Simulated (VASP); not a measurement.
These are PBE GGA, VASP's PBE PAW potentials (set 64) (plane waves; VASP) values and carry that method's errors.

VASP input:

### POSCAR
```
KMgF3
1
    4.0443690776     0.0000000000     0.0000000000
    0.0000000000     4.0443690776    -0.0000000000
    0.0000000000     0.0000000000     4.0443690776
K Mg F
1 1 3
Direct
  0.0000000000   0.0000000000   0.0000000000
  0.5000000000   0.5000000000   0.5000000000
  0.5000000000   0.0000000000   0.5000000000
  0.0000000000   0.5000000000   0.5000000000
  0.5000000000   0.5000000000   0.0000000000
```

**KPOINTS**
```
Automatic mesh
0
Gamma
7 7 7
0 0 0
```

**INCAR**
```
# general
SYSTEM  = KMgF3
PREC    = Accurate
ENCUT   = 520
LREAL   = .FALSE.
LASPH   = .TRUE.
NBANDS  = 60

# electronic loop
EDIFF   = 1E-7
NELM    = 100
ALGO    = Normal

# smearing
ISMEAR  = 0
SIGMA   = 0.01

# functional
GGA     = PE

# output
LWAVE   = .FALSE.
LCHARG  = .FALSE.
NEDOS   = 1001

# other
LOPTICS = .TRUE.
CSHIFT  = 0.1
```

POTCAR, in this order: K_sv Mg F (PBE.64 set). Program: vasp_std.

The resulting files:

OUTCAR:
```
 ion  position               nearest neighbor table
   1  0.000  0.000  0.000-   2 3.50   2 3.50   2 3.50   2 3.50   2 3.50   2 3.50   2 3.50   2 3.50
  LATTYP: Found a simple cubic cell.
 ALAT       =     4.0443690776
 Subroutine PRICEL returns:
 Original cell was already a primitive cell.
 Subroutine GETGRP returns: Found 48 space group operations
The static configuration has the point symmetry O_h .
The dynamic configuration has the point symmetry O_h .
 Subroutine INISYM returns: Found 48 space group operations
 Subroutine IBZKPT returns following result:
 Found     20 irreducible k-points:

 Following reciprocal coordinates:
            Coordinates               Weight
  0.000000  0.000000  0.000000      1.000000
  0.142857  0.000000  0.000000      6.000000
  0.285714  0.000000  0.000000      6.000000
  0.428571  0.000000  0.000000      6.000000
  0.142857  0.142857  0.000000     12.000000
  0.285714  0.142857  0.000000     24.000000
  0.428571  0.142857  0.000000     24.000000
  0.285714  0.285714  0.000000     12.000000
  0.428571  0.285714  0.000000     24.000000
  0.428571  0.428571  0.000000     12.000000
  0.142857  0.142857  0.142857      8.000000
  0.285714  0.142857  0.142857     24.000000
  0.428571  0.142857  0.142857     24.000000
  0.285714  0.285714  0.142857     24.000000
  0.428571  0.285714  0.142857     48.000000
  0.428571  0.428571  0.142857     24.000000
  0.285714  0.285714  0.285714      8.000000
  0.428571  0.285714  0.285714     24.000000
  0.428571  0.428571  0.285714     24.000000
  0.428571  0.428571  0.428571      8.000000
   k-points           NKPTS =     20   k-points in BZ     NKDIM =     20   number of bands    NBANDS=     60
   number of dos      NEDOS =   1001   number of ions     NIONS =      5
   total plane-waves  NPLWV =  27000
   dimension x,y,z NGX =    30 NGY =   30 NGZ =   30
   dimension x,y,z NGXF=    60 NGYF=   60 NGZF=   60
   ions per type =               1   1   3
   PREC   = accura    normal or accurate (medium, high low for compatibility)
   ISTART =      0    job   : 0-new  1-cont  2-samecut
   ICHARG =      2    charge: 1-file 2-atom 10-const
   ISPIN  =      1    spin polarized calculation?
   LNONCOLLINEAR =      F non collinear calculations
   LSORBIT =      F    spin-orbit coupling
   INIWAV =      1    electr: 0-lowe 1-rand  2-diag
   ENCUT  =  520.0 eV  38.22 Ry    6.18 a.u.   7.52  7.52  7.52*2*pi/ulx,y,z
   NELM   =    100;   NELMIN=  2; NELMDL= -5     # of ELM steps
   EDIFF  = 0.1E-06   stopping-criterion for ELM
   LREAL  =      F    real-space projection
   NLSPLINE    = F    spline interpolate recip. space projectors
   LMAXMIX     =    2 max onsite mixed and CHGCAR
   VOSKOWN=      0    Vosko Wilk Nusair interpolation
   EDIFFG = 0.1E-05   stopping-criterion for IOM
   NSW    =      0    number of steps for IOM
   NBLOCK =      1;   KBLOCK =      1    inner block; outer block
   IBRION =     -1    ionic relax: 0-MD 1-quasi-New 2-CG
   NFREE  =      0    steps in history (QN), initial steepest desc. (CG)
   ISIF   =      2    stress and relaxation
   ISYM   =      2    0-nonsym 1-usesym 2-fastsym
   TEIN   =    0.0    initial temperature
   TEBEG  =    0.0;   TEEND  =   0.0 temperature during run
   SMASS  =  -3.00    Nose mass-parameter (am)
   PSTRESS=    0.0 pullay stress
   NELECT =      32.0000    total number of electrons
   EFERMI =   0.00;   METHOD = LEGACY
   ISMEAR =     0;   SIGMA  =   0.01  broadening in eV -4-tet -1-fermi 0-gaus
   IALGO  =     38    algorithm
   LDIAG  =      T    sub-space diagonalisation (order eigenvalues)
   IMIX   =      4    mixing-type and parameters
     AMIX     =   0.40;   BMIX     =  1.00
     AMIX_MAG =   1.60;   BMIX_MAG =  1.00
     AMIN     =   0.10
...
```

OSZICAR:
```
       N       E                     dE             d eps       ncg     rms          rms(c)
DAV:   1     0.238247327679E+03    0.23825E+03   -0.14102E+04  2400   0.519E+02
DAV:   2    -0.168492290730E+02   -0.25510E+03   -0.22901E+03  2796   0.181E+02
DAV:   3    -0.264818118773E+02   -0.96326E+01   -0.95281E+01  2992   0.320E+01
DAV:   4    -0.266641866925E+02   -0.18237E+00   -0.18184E+00  2920   0.360E+00
DAV:   5    -0.266694649228E+02   -0.52782E-02   -0.52779E-02  2752   0.564E-01    0.896E+00
DAV:   6    -0.244668950210E+02    0.22026E+01   -0.21532E+00  2648   0.749E+00    0.391E+00
DAV:   7    -0.244524332633E+02    0.14462E-01   -0.11284E-01  2920   0.111E+00    0.225E+00
DAV:   8    -0.244480675811E+02    0.43657E-02   -0.44902E-02  2736   0.939E-01    0.202E-01
DAV:   9    -0.244489081507E+02   -0.84057E-03   -0.28843E-03  3028   0.201E-01    0.170E-01
DAV:  10    -0.244493263928E+02   -0.41824E-03   -0.33043E-04  2712   0.707E-02    0.830E-02
DAV:  11    -0.244493563355E+02   -0.29943E-04   -0.13138E-04  2680   0.527E-02    0.512E-02
DAV:  12    -0.244493574649E+02   -0.11294E-05   -0.12794E-05  2712   0.155E-02    0.759E-03
DAV:  13    -0.244493571667E+02    0.29822E-06   -0.42993E-07  2844   0.261E-03    0.270E-03
DAV:  14    -0.244493568963E+02    0.27034E-06   -0.14208E-07  2644   0.147E-03    0.104E-03
DAV:  15    -0.244493569021E+02   -0.57253E-08   -0.22576E-09  1680   0.196E-04
   1 F= -.24449357E+02 E0= -.24449357E+02  d E =-.481741E-41
 imaginary and real dielectric function
```

OUTCAR:
```
------------------------ aborting loop because EDIFF is reached ----------------------------------------
  FORCE on cell =-STRESS in cart. coord.  units (eV):
  Direction    XX          YY          ZZ          XY          YZ          ZX
  --------------------------------------------------------------------------------------
  Total        0.0319585      0.0319585      0.0319585      0.0000000      0.0000000      0.0000000
  in kB        0.7740064      0.7740064      0.7740064      0.0000000      0.0000000      0.0000000
  external PRESSURE =       0.7740064 kB  Pullay stress =       0.0000000 kB
  volume of cell :       66.15
      direct lattice vectors                 reciprocal lattice vectors
     4.044369078  0.000000000  0.000000000     0.247257355  0.000000000  0.000000000
     0.000000000  4.044369078  0.000000000     0.000000000  0.247257355  0.000000000
     0.000000000  0.000000000  4.044369078     0.000000000  0.000000000  0.247257355
 POSITION                                       TOTAL-FORCE (eV/Angst)
 -----------------------------------------------------------------------------------
      0.00000      0.00000      0.00000         0.000000      0.000000      0.000000
      2.02218      2.02218      2.02218         0.000000      0.000000      0.000000
      2.02218      0.00000      2.02218         0.000000      0.000000      0.000000
      0.00000      2.02218      2.02218         0.000000      0.000000      0.000000
      2.02218      2.02218      0.00000         0.000000      0.000000      0.000000
 -----------------------------------------------------------------------------------
    total drift:                                0.000000      0.000000     -0.000000
  FREE ENERGIE OF THE ION-ELECTRON SYSTEM (eV)
  ---------------------------------------------------
  free  energy   TOTEN  =       -24.4493569021 eV

  energy  without entropy=      -24.4493569021  energy(sigma->0) =      -24.44935690

 plasma frequency squared (from intraband transitions) (eV^2)
  --------------------------------------------------------------------------------------
       0.000      -0.000      -0.000
      -0.000       0.000       0.000
      -0.000       0.000       0.000

 plasma frequency squared (from interband transitions, int dw w eps(2)(w)) (eV^2)
  --------------------------------------------------------------------------------------
     394.316       0.000       0.000      -0.000       0.000       0.000
       0.000       0.000     394.316       0.000       0.000       0.000
       0.000      -0.000       0.000      -0.000     394.316       0.000
```
(Selected blocks of OUTCAR.)

The compound is KMgF3 in the cubic perovskite structure. It was relaxed first.
